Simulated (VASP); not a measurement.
Method: PBEsol GGA, VASP's PBE PAW potentials (set 64) (plane waves; VASP).

Input for VASP

File POSCAR:
```
AlIn3N4
1
   -0.0058476248     4.8334709301     4.8395433348
    4.8334709301    -0.0058476248     4.8395433348
    2.4138116527     2.4138116527     0.0000000000
In N Al
3 4 1
Direct
  0.9986005650   0.9986005650   0.0027988701
  0.9991874103   0.5015401678   0.9992724219
  0.5015401678   0.9991874103   0.9992724219
  0.1251024615   0.1251024615   0.2497950770
  0.1556875985   0.6150547119   0.2292576896
  0.6150547119   0.1556875985   0.2292576896
  0.6058127566   0.6058127566   0.2883744868
  0.4990143284   0.4990143284   0.0019713432
```

KPOINTS:
```
Automatic mesh
0
Gamma
4 4 7
0 0 0
```

INCAR:
```
ALGO=Normal
EDIFF=1E-6
EDIFFG=-0.02
ENCUT=520
GGA=PS
IBRION=2
ISIF=3
ISMEAR=0
LASPH=.TRUE.
LCHARG=.FALSE.
LMAXMIX=4
LREAL=.FALSE.
LWAVE=.FALSE.
NELM=100
NSW=60
PREC=Accurate
SIGMA=0.05
SYSTEM=AlIn3N4
```

POTCAR, in this order: In_d N Al (PBE.64 set). Program: vasp_std.

The resulting files:

### OSZICAR
```
       N       E                     dE             d eps       ncg     rms          rms(c)
DAV:   1     0.702162223140E+03    0.70216E+03   -0.29194E+04  2738   0.219E+03
DAV:   2     0.657009088185E+02   -0.63646E+03   -0.61602E+03  2834   0.544E+02
DAV:   3    -0.502587908462E+02   -0.11596E+03   -0.11181E+03  3342   0.227E+02
DAV:   4    -0.582354381576E+02   -0.79766E+01   -0.79167E+01  3564   0.602E+01
DAV:   5    -0.584690337638E+02   -0.23360E+00   -0.23332E+00  3884   0.102E+01    0.192E+01
DAV:   6    -0.496265872659E+02    0.88424E+01   -0.38994E+01  4335   0.666E+01    0.159E+01
DAV:   7    -0.498976975209E+02   -0.27111E+00   -0.45662E+00  3031   0.132E+01    0.463E+00
DAV:   8    -0.498141796205E+02    0.83518E-01   -0.42103E-01  4292   0.575E+00    0.284E+00
DAV:   9    -0.497820696080E+02    0.32110E-01   -0.82195E-02  4282   0.380E+00    0.611E-01
DAV:  10    -0.497799677752E+02    0.21018E-02   -0.13290E-02  4188   0.147E+00    0.358E-01
DAV:  11    -0.497802084643E+02   -0.24069E-03   -0.35919E-03  3956   0.374E-01    0.194E-01
DAV:  12    -0.497802775919E+02   -0.69128E-04   -0.17071E-04  3772   0.119E-01    0.393E-02
DAV:  13    -0.497802775436E+02    0.48358E-07   -0.39392E-05  4356   0.776E-02    0.296E-02
DAV:  14    -0.497802755535E+02    0.19901E-05   -0.99679E-06  3420   0.248E-02    0.181E-02
DAV:  15    -0.497802750145E+02    0.53893E-06   -0.37502E-06  2552   0.114E-02
   1 F= -.49780275E+02 E0= -.49780262E+02  d E =-.497803E+02
```

**OUTCAR**
```
------------------------ aborting loop because EDIFF is reached ----------------------------------------
  FORCE on cell =-STRESS in cart. coord.  units (eV):
  Direction    XX          YY          ZZ          XY          YZ          ZX
  --------------------------------------------------------------------------------------
  Total        0.0286465      0.0286465      0.0819649     -0.1140366     -0.0000000     -0.0000000
  in kB        0.4059380      0.4059380      1.1614934     -1.6159682     -0.0000000     -0.0000000
  external PRESSURE =       0.6577898 kB  Pullay stress =       0.0000000 kB
  volume of cell :      113.06
      direct lattice vectors                 reciprocal lattice vectors
    -0.005847625  4.833470930  4.839543335    -0.103320332  0.103320332  0.103315533
     4.833470930 -0.005847625  4.839543335     0.103320332 -0.103320332  0.103315533
     2.413811653  2.413811653  0.000000000     0.207141265  0.207141265 -0.206631066
 POSITION                                       TOTAL-FORCE (eV/Angst)
 -----------------------------------------------------------------------------------
      4.82762      4.82762      9.66554        -0.000000     -0.000000      0.000890
      4.83039      7.23867      7.26284        -0.001565      0.001565     -0.006976
      7.23867      4.83039      7.26284         0.001565     -0.001565     -0.006976
      1.20691      1.20691      1.21088        -0.000000     -0.000000      0.003247
      3.52532      1.30230      3.73004        -0.010853      0.010853      0.002583
      1.30230      3.52532      3.73004         0.010853     -0.010853      0.002583
      3.62072      3.62072      5.86371        -0.000000     -0.000000      0.008581
      2.41381      2.41381      4.83000         0.000000      0.000000     -0.003931
 -----------------------------------------------------------------------------------
    total drift:                               -0.000018     -0.000018     -0.000555
  FREE ENERGIE OF THE ION-ELECTRON SYSTEM (eV)
  ---------------------------------------------------
  free  energy   TOTEN  =       -49.7802750145 eV

  energy  without entropy=      -49.7802499302  energy(sigma->0) =      -49.78026247

 reached required accuracy - stopping structural energy minimisation
```
(Selected blocks of OUTCAR.)

File OUTCAR:
```
 val. band max:        6.5370474795   @ k =   0.0000   0.0000   0.0000

 cond. band min:       6.7102474479   @ k =   0.0000   0.0000   0.0000


 Fermi energy:         6.6236474945

 k-point     1 :       0.0000    0.0000    0.0000
  band No.  band energies     occupation
      1      -8.4900      2.00000
      2      -8.3025      2.00000
      3      -7.9762      2.00000
      4      -7.7810      2.00000
      5      -6.7932      2.00000
      6      -6.7827      2.00000
      7      -6.7665      2.00000
      8      -6.6456      2.00000
      9      -6.6307      2.00000
     10      -6.5540      2.00000
     11      -6.5534      2.00000
     12      -6.4035      2.00000
     13      -6.3719      2.00000
     14      -6.3318      2.00000
     15      -6.2912      2.00000
     16      -6.2100      2.00000
     17      -5.2092      2.00000
     18      -5.1960      2.00000
     19      -4.3792      2.00000
     20       0.4156      2.00000
     21       0.4721      2.00000
     22       1.3406      2.00000
     23       4.0313      2.00000
     24       4.0512      2.00000
     25       5.2576      2.00000
     26       5.3250      2.00000
     27       5.6366      2.00000
     28       5.8726      2.00000
     29       6.3537      2.00000
     30       6.4037      2.00000
     31       6.5370      1.98569
     32       6.7102      0.01431
     33       9.4757      0.00000
     34       9.9866      0.00000
     35      10.2544      0.00000
     36      12.6153      0.00000
     37      13.4725      0.00000

 k-point     2 :       0.2500   -0.0000    0.0000
  band No.  band energies     occupation
      1      -8.4627      2.00000
      2      -8.2615      2.00000
      3      -7.9701      2.00000
      4      -7.7426      2.00000
      5      -6.7662      2.00000
      6      -6.7614      2.00000
      7      -6.7060      2.00000
      8      -6.6336      2.00000
      9      -6.6212      2.00000
     10      -6.5470      2.00000
     11      -6.5426      2.00000
...
```

Unless said otherwise, spin-orbit coupling is left out, though it shifts the bands of the heavy elements here.

The structure was generated: AlIn3N4 was put into an ordered model structure (Amm2), which need not be its known phase. It was relaxed first. The start is the result of an earlier pass.
